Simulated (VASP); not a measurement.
VASP input:

File POSCAR:
```
BeCo
1
    2.6060000000     0.0000000000     0.0000000000
    0.0000000000     2.6060000000     0.0000000000
    0.0000000000     0.0000000000     2.6060000000
Be Co
1 1
Direct
  0.0000000000   0.0000000000   0.0000000000
  0.5000000000   0.5000000000   0.5000000000
```

KPOINTS:
```
Automatic
0
gamma
  13 13 13
0 0 0
```

INCAR:
```
SYSTEM = BeCo
PREC = Accurate; ENCUT = 400; LREAL = .FALSE.
LASPH = .TRUE.
EDIFF = 1E-6; NELM = 100; ALGO = Normal
LMAXMIX = 4; LMIXTAU = .TRUE.
ISMEAR = 1; SIGMA = 0.1
METAGGA = R2SCAN; LUSE_VDW = .TRUE.; BPARAM = 11.95
CPARAM = 0.0093
MAGMOM = 0.0 3.0
ISPIN = 2
IBRION = 2; NSW = 60; ISIF = 3
EDIFFG = -0.01
LWAVE = .FALSE.; LCHARG = .FALSE.; LORBIT = 10
```

POTCAR, in this order: Be Co (PBE.64 set). Program: vasp_std.

Task: Translate this r2SCAN+rVV10 calculation to Ansatz.

Result: One equivalent input (not run):
Ansatz 0.2 input:
```yaml
crystal:
  lattice:
    - [2.6060000, 0.0000000, 0.0000000]
    - [0.0000000, 2.6060000, 0.0000000]
    - [0.0000000, 0.0000000, 2.6060000]
  atoms:
    - { symbol: Be, position: [0.0000000, 0.0000000, 0.0000000] }
    - { symbol: Co, position: [0.5000000, 0.5000000, 0.5000000], spin: 3 }
kpoints:
  mp_grid: { grid: [13, 13, 13] }
hamiltonian:
  xc: r2scan
  dispersion: rvv10
  pseudopotentials: { kind: paw }
magnetization: { spin_polarized: true }
scf:
  occupations: { method: methfessel_paxton, width: 0.1 }
  max_iter: 100
relax:
  max_steps: 60
  f_tol: 0.01
  cell: {}
output: { forces: true, stress: true, eigenvalues: true }
```
Limits of the translation: each code has its own PAW files, so the cut-off isn't converted (ENCUT is set for VASP's; basis.ecutwfc is left out, and Ansatz then takes the one that its files recommend); Ansatz stops its SCF on the density residual and VASP on the energy change (EDIFF).

The structure comes from a measured BeCo entry (Pm-3m) of the Crystallography Open Database, whose conditions weren't checked. This run relaxes it. Symmetry was kept, so distortions that lower it aren't found.
